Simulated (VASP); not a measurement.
PbTe (rock salt): the formation energy from VASP (plane waves, PAW) at several levels of theory. The references are the elements' solids at the same level; no temperature or zero-point terms are added.    Spin-orbit coupling is left out, which shifts such energies by up to tenths of an eV for the heavy elements here.

| level | formation energy (eV/atom) | error against measurement (eV/atom) |
|---|---|---|
| PBE | -0.408 | -0.04 |
| PBEsol | -0.366 | -0.00 |

Measured: -0.366 eV/atom at 298 K (as given by CRC Handbook of Chemistry and Physics, Standard Thermodynamic Properties of Chemical Substances).

The cell of the PBE run:

Space group Fm-3m (No. 225); a = 6.5637 Å, b = 6.5637 Å, c = 6.5637 Å, α = 90.00°, β = 90.00°, γ = 90.00°

| atom | site | symmetry | x | y | z |
|---|---|---|---|---|---|
| Te | 4b | m-3m | 0.5000 | 0.5000 | 0.5000 |
| Pb | 4a | m-3m | 0.0000 | 0.0000 | 0.0000 |
(The calculation used a cell of 2 atoms; values per cell refer to that cell.)

Only levels that ran to the end are used. Left out are those held back, those with too coarse a band path, GW runs whose mesh misses a band edge, hybrids' fits of cells that aren't cubic and levels without matching references; a question may draw on a part of the rest.
